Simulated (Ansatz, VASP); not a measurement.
One calculation of La3LuO2, two programs

INCAR

```
PREC = Accurate
ENCUT = 520
EDIFF = 1E-6
ISMEAR = 0
SIGMA = 0.1
LREAL = False
LASPH = True
NELM = 80
ALGO = Normal
ISIF = 2
LWAVE = False
LCHARG = False
GGA = PE
NBANDS = 44
```

Contents of KPOINTS:

```
Automatic mesh
0
Gamma
  6 6 2
```

The input POSCAR:

```
La3LuO2
1.0
    4.6836905200      0.0000000000      0.0000000000
   -2.3418452600      4.0561949700      0.0000000000
    0.0000000000      0.0000000000      8.3948234300
La Lu O
3 1 2
Direct
    0.3333333300      0.6666666700      0.5000000000
    0.6666666700      0.3333333300      0.5000000000
    0.0000000000      0.0000000000      0.5000000000
    0.0000000000      0.0000000000      0.0000000000
    0.0000000000      0.0000000000      0.2114160500
    0.0000000000      0.0000000000      0.7885839500
```

Input for Ansatz:

```yaml
crystal:
  lattice:
    - [4.68369052, 0.0, 0.0]
    - [-2.34184526, 4.05619497, 0.0]
    - [0.0, 0.0, 8.39482343]
  atoms:
    - { symbol: La, position: [0.33333333, 0.66666667, 0.5] }
    - { symbol: La, position: [0.66666667, 0.33333333, 0.5] }
    - { symbol: La, position: [0.0, 0.0, 0.5] }
    - { symbol: Lu, position: [0.0, 0.0, 0.0] }
    - { symbol: O, position: [0.0, 0.0, 0.21141605] }
    - { symbol: O, position: [0.0, 0.0, 0.78858395] }
basis:
  ecutwfc: 420
kpoints:
  mp_grid: { grid: [6, 6, 2] }
hamiltonian:
  xc: pbe
scf:
  occupations: { method: gaussian, width: 0.1 }
  lower_state_search: "off"
output:
  forces: true
  stress: true
  eigenvalues: true
```

Alike in both runs: task single point; functional PBE; k mesh 6 × 6 × 2; occupations gaussian, width 0.1 eV; no spin polarisation.

|  | VASP | Ansatz |
| --- | --- | --- |
| version | VASP 6.6.1 | Ansatz 0.2.0 |
| potentials or method | VASP PAW PBE potentials, release 64 (La, Lu, O) | scalar-relativistic, plane waves, PAW |
| plane-wave cutoff (eV) | 520 | 420 |
| valence electrons in the cell | 70 | 70 |

Ansatz gave:

| Property | Result |
| --- | --- |
| gap on the k mesh at the Fermi level (eV) | none |
| rms of the force components (eV/Å) | 3.171 |

Problem. Which values does VASP return?

Solution. gap on the k mesh at the Fermi level (eV): none; rms of the force components (eV/Å): 3.313.

Atom by atom the forces differ by 0.142 eV/Å (rms over components). A gap of «none» marks a metal or a gap that the smearing closes.

Caveats: the k mesh is coarse (spacing up to 0.37 Å⁻¹), so the values aren't converged; forces of over 1 eV/Å show positions far from the minimum, so gaps and moduli don't describe the material at rest. Spin-orbit coupling is left out, which matters for the levels of La, Lu.
